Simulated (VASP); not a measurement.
Ir:

```
CELL_PARAMETERS angstrom
0.00000 1.91560 1.91560
1.91560 0.00000 1.91560
1.91560 1.91560 0.00000
ATOMIC_POSITIONS crystal
Ir 0.00000 0.00000 0.00000
```

```yaml
Program: VASP 6.6.1
Task: relaxation of cell and atoms
Functional: RPBE
Potentials_or_basis: VASP PAW PBE potentials, release 64 (Ir)
Cutoff: 600 eV
k_mesh: 16 × 16 × 16
Occupations: methfessel-paxton, width 0.1 eV
Spin: no spin polarisation
```

At the start: pressure 16.7 GPa; volume 14.06 Å³/atom.

Task: How do energy, volume and symmetry change on relaxing?

Result: Over 4 steps the energy falls by 31.9 meV/atom and the volume is 14.71 Å³/atom (+4.6 %); space group Fm-3m (No. 225, to 0.05 Å).

The path:
```csv
step,energy change (eV),largest force (eV/Å),pressure (GPa),volume (Å³)
1,0.0000,0.0000,16.69,14.06
2,0.2974,0.0000,-34.88,17.25
3,-0.0318,0.0000,-1.06,14.75
4,-0.0319,0.0000,-0.11,14.71
```

Final structure:
```
CELL_PARAMETERS angstrom
0.00000 1.94460 1.94460
1.94460 0.00000 1.94460
1.94460 1.94460 0.00000
ATOMIC_POSITIONS crystal
Ir 0.00000 0.00000 0.00000
```

Caveat: the PAW data sets were made with another functional, which shifts forces and pressure a little.
